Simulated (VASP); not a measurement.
Here is the system:

```yaml
crystal:
  lattice:
    - [0.00000, 2.69592, 2.69592]
    - [2.69592, 0.00000, 2.69592]
    - [2.69592, 2.69592, 0.00000]
  atoms:
    - { symbol: Mg, position: [0.00000, 0.00000, 0.00000] }
    - { symbol: Se, position: [0.50000, 0.50000, 0.50000] }
```

Method: PBE GGA, VASP's PBE PAW potentials (set 64) (plane waves; VASP). Run with 520 eV cut-off, 8×8×8 Γ-centred mesh, Gaussian smearing of 0.050 eV, potentials Mg Se.

Q: Give the stress tensor in GPa (positive for a compressed cell).

A: 
```
4.32  0.00  0.00
0.00  4.32  0.00
0.00  0.00  4.32
```
The pressure is its mean diagonal, 4.32 GPa.

The compound is MgSe in the rock salt structure. This cell is one point of a volume scan, at 0.94 of the reference volume.
